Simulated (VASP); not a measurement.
Computed with r2SCAN meta-GGA, VASP's PBE PAW potentials (set 64) (plane waves; VASP).

A VASP calculation is set up with these files.

File KPOINTS:
```
Automatic mesh
0
Gamma
9 9 9
0 0 0
```

### INCAR
```
SYSTEM = CeO2
PREC = Accurate
ENCUT = 520
EDIFF = 1E-7
NELM = 100
ALGO = Normal
LREAL = .FALSE.
LASPH = .TRUE.
ISMEAR = 0
SIGMA = 0.01
METAGGA = R2SCAN
LMIXTAU = .TRUE.
LMAXMIX = 6
LWAVE = .FALSE.
LCHARG = .FALSE.
LOPTICS = .TRUE.
LPEAD = .TRUE.
NBANDS = 48
NEDOS = 1001
CSHIFT = 0.1
```

File POSCAR:
```
CeO2
1
    0.0000000000     2.7174068375     2.7174068375
    2.7174068375     0.0000000000     2.7174068375
    2.7174068375     2.7174068375     0.0000000000
Ce O
1 2
Direct
  0.0000000000   0.0000000000   0.0000000000
  0.2500000000   0.2500000000   0.2500000000
  0.7500000000   0.7500000000   0.7500000000
```

POTCAR, in this order: Ce O (PBE.64 set). Program: vasp_std.

What VASP printed:

**OSZICAR**
```
       N       E                     dE             d eps       ncg     rms          rms(c)
DAV:   1     0.137353419606E+03    0.13735E+03   -0.96861E+03  4368   0.675E+02
DAV:   2    -0.523034786824E+02   -0.18966E+03   -0.16170E+03  3440   0.175E+02
DAV:   3    -0.675707822543E+02   -0.15267E+02   -0.14734E+02  3912   0.516E+01
DAV:   4    -0.680301629099E+02   -0.45938E+00   -0.45587E+00  4944   0.695E+00
DAV:   5    -0.680414422948E+02   -0.11279E-01   -0.11268E-01  4808   0.833E-01    0.314E+01
DAV:   6    -0.537914238316E+02    0.14250E+02   -0.56412E+00  4064   0.166E+01    0.994E+00
DAV:   7    -0.543755268000E+02   -0.58410E+00   -0.32257E+00  3544   0.160E+01    0.154E+01
DAV:   8    -0.545329449451E+02   -0.15742E+00   -0.19534E+00  3840   0.952E+00    0.694E+00
DAV:   9    -0.538568516118E+02    0.67609E+00   -0.13901E+00  4072   0.974E+00    0.378E+00
DAV:  10    -0.539617179161E+02   -0.10487E+00   -0.13634E-01  3528   0.271E+00    0.791E-01
DAV:  11    -0.539939804499E+02   -0.32263E-01   -0.30421E-02  4952   0.107E+00    0.514E-01
DAV:  12    -0.539886119602E+02    0.53685E-02   -0.20064E-02  4048   0.711E-01    0.919E-01
DAV:  13    -0.540215842031E+02   -0.32972E-01   -0.55506E-03  3376   0.370E-01    0.599E-01
DAV:  14    -0.540330605290E+02   -0.11476E-01   -0.27341E-03  3528   0.313E-01    0.301E-01
DAV:  15    -0.540325494117E+02    0.51112E-03   -0.40386E-04  4056   0.906E-02    0.242E-01
DAV:  16    -0.540322122484E+02    0.33716E-03   -0.58224E-04  4032   0.168E-01    0.101E-01
DAV:  17    -0.540322490638E+02   -0.36815E-04   -0.15724E-04  4864   0.810E-02    0.251E-02
DAV:  18    -0.540322510655E+02   -0.20018E-05   -0.22577E-05  3720   0.246E-02    0.165E-02
DAV:  19    -0.540322505385E+02    0.52707E-06   -0.18614E-06  3920   0.753E-03    0.266E-02
DAV:  20    -0.540322498025E+02    0.73596E-06   -0.55420E-06  3880   0.173E-02    0.204E-03
DAV:  21    -0.540322506965E+02   -0.89400E-06   -0.74405E-07  3712   0.387E-03    0.462E-03
DAV:  22    -0.540322510543E+02   -0.35778E-06   -0.11852E-07  3736   0.271E-03    0.170E-03
DAV:  23    -0.540322509463E+02    0.10796E-06   -0.15008E-08  2392   0.489E-04    0.147E-03
DAV:  24    -0.540322509544E+02   -0.80729E-08   -0.80150E-09  1912   0.649E-04
   1 F= -.54032251E+02 E0= -.54032251E+02  d E =-.805368E-47
 imaginary and real dielectric function
```

**OUTCAR**
```
------------------------ aborting loop because EDIFF is reached ----------------------------------------
  FORCE on cell =-STRESS in cart. coord.  units (eV):
  Direction    XX          YY          ZZ          XY          YZ          ZX
  --------------------------------------------------------------------------------------
  Total        0.0051861      0.0051861      0.0051861     -0.0000000     -0.0000000      0.0000000
  in kB        0.2070430      0.2070430      0.2070430     -0.0000000     -0.0000000      0.0000000
  external PRESSURE =       0.2070430 kB  Pullay stress =       0.0000000 kB
  volume of cell :       40.13
      direct lattice vectors                 reciprocal lattice vectors
     0.000000000  2.717406838  2.717406838    -0.183998948  0.183998948  0.183998948
     2.717406838  0.000000000  2.717406838     0.183998948 -0.183998948  0.183998948
     2.717406838  2.717406838  0.000000000     0.183998948  0.183998948 -0.183998948
 POSITION                                       TOTAL-FORCE (eV/Angst)
 -----------------------------------------------------------------------------------
      0.00000      0.00000      0.00000         0.000000     -0.000000      0.000000
      1.35870      1.35870      1.35870        -0.000000      0.000000     -0.000000
      4.07611      4.07611      4.07611         0.000000     -0.000000     -0.000000
 -----------------------------------------------------------------------------------
    total drift:                                0.000000     -0.000000      0.000000
  FREE ENERGIE OF THE ION-ELECTRON SYSTEM (eV)
  ---------------------------------------------------
  free  energy   TOTEN  =       -54.0322509544 eV

  energy  without entropy=      -54.0322509544  energy(sigma->0) =      -54.03225095

 plasma frequency squared (from intraband transitions) (eV^2)
  --------------------------------------------------------------------------------------
       0.000       0.000       0.000
       0.000       0.000       0.000
       0.000       0.000       0.000

 plasma frequency squared (from interband transitions, int dw w eps(2)(w)) (eV^2)
  --------------------------------------------------------------------------------------
     684.490       0.000      -0.000       0.000       0.000       0.000
      -0.000      -0.000     684.490       0.000      -0.000       0.000
       0.000      -0.000      -0.000      -0.000     684.490       0.000
```
(Selected blocks of OUTCAR.)

The dielectric response may not be converged in the k-mesh; for small gaps it tends to come out too large.

The compound is CeO2 in the fluorite structure. It was relaxed first. The run is not spin-polarised, so no magnetic state was tried.
